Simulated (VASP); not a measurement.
Consider the following.

```
CELL_PARAMETERS angstrom
      0.00000     2.08790     2.08790
      2.08790     0.00000     2.08790
      2.08790     2.08790     0.00000
ATOMIC_POSITIONS crystal
  Ta 0.00000 0.00000 0.00000
```

Calculation: PBEsol GGA with spin-orbit coupling, VASP's PBE PAW potentials (set 64) (plane waves; VASP). Numerical set-up: 400 eV cut-off, 14×14×14 Γ-centred mesh, Gaussian smearing of 0.050 eV, potentials Ta_pv.

Question: Give the energies of bands 7 to 17 at the high-symmetry points, in eV from the Fermi level.

Answer: 
```
band      Γ      X      U      L      W
----  -----  -----  -----  -----  -----
7     -8.24  -4.56  -3.43  -4.74  -2.87
8     -8.24  -4.56  -3.43  -4.74  -2.87
9      0.28  -3.49  -2.40  -0.03  -1.29
10     0.28  -3.49  -2.40  -0.03  -1.29
11     0.28   3.09   0.52   0.40  -1.04
12     0.28   3.09   0.52   0.40  -1.04
13     0.69   5.92   3.50   0.88   2.05
14     0.69   5.92   3.50   0.88   2.05
15     3.60   6.52   5.62   5.84   6.75
16     3.60   6.52   5.62   5.84   6.75
17     3.60   7.04   7.60   6.18  10.15
```

It has no gap at this level: it comes out as a metal or semimetal.

The structure comes from a measured Ta entry (Fm-3m) of the Crystallography Open Database, whose conditions weren't checked. It was relaxed first.
